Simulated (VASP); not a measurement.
OSZICAR of a VASP run on MnSe2 (space group R-3m):

File OSZICAR:
```
       N       E                     dE             d eps       ncg     rms          rms(c)
DAV:   1     0.116243009280E+03    0.11624E+03   -0.10390E+04  1144   0.874E+02
DAV:   2    -0.117940255968E+02   -0.12804E+03   -0.12397E+03  1076   0.252E+02
DAV:   3    -0.187047455473E+02   -0.69107E+01   -0.68639E+01  1024   0.619E+01
DAV:   4    -0.187919183989E+02   -0.87173E-01   -0.87063E-01  1070   0.715E+00
DAV:   5    -0.187929775318E+02   -0.10591E-02   -0.10591E-02  1018   0.849E-01    0.166E+01
DAV:   6    -0.249497457566E+02   -0.61568E+01   -0.11766E+02   982   0.756E+01    0.397E+01
DAV:   7    -0.162621679691E+02    0.86876E+01   -0.66054E+01   986   0.660E+01    0.904E+00
DAV:   8    -0.166008720413E+02   -0.33870E+00   -0.18989E+00   972   0.102E+01    0.439E+00
DAV:   9    -0.166268053240E+02   -0.25933E-01   -0.68923E-01   988   0.581E+00    0.220E+00
DAV:  10    -0.166533628557E+02   -0.26558E-01   -0.16035E-01  1040   0.238E+00    0.108E+00
DAV:  11    -0.166554279692E+02   -0.20651E-02   -0.17799E-02  1056   0.105E+00    0.772E-01
DAV:  12    -0.166573793052E+02   -0.19513E-02   -0.86519E-03   970   0.864E-01    0.205E-01
DAV:  13    -0.166575447524E+02   -0.16545E-03   -0.10301E-03  1006   0.230E-01    0.606E-02
DAV:  14    -0.166576031208E+02   -0.58368E-04   -0.11236E-04  1084   0.912E-02    0.280E-02
DAV:  15    -0.166576158617E+02   -0.12741E-04   -0.14917E-05   968   0.284E-02    0.143E-02
DAV:  16    -0.166576157939E+02    0.67822E-07   -0.47452E-06   796   0.166E-02
   1 F= -.16657616E+02 E0= -.16627013E+02  d E =-.612061E-01  mag=     3.1112
```

Task: Which electronic solver shows in the log?

Result: It is blocked Davidson (ALGO = Normal, or the opening steps of other solvers). The INCAR had ALGO = Normal.

Task: How was spin treated?

Result: Collinear spin (ISPIN = 2): the summary line carries one mag value, 3.11 μB in the cell.

Task: Can the final energy be trusted as converged?

Result: Self-consistency was reached. It stopped with EDIFF = 1E-6, NELM = 100 (PBE GGA + U (Dudarev), plane waves, VASP's PBE PAW potentials (set 64)).  The moments were started parallel, and other spin orders were not tried in this run.

The structure was generated: MnSe2 was put into an ordered model structure, which need not be its known phase. The cell was not relaxed at this level. The k-mesh is coarse (spacing up to 0.51 per Å, 2π included), so the numbers may not be converged in it. The run is one of a series of settings (LDAU = .TRUE., LDAUJ = 0 0, LDAUL = 2 -1, LDAUTYPE = 2, LDAUU = 1.0 0 against the base run), some of them coarse on purpose.
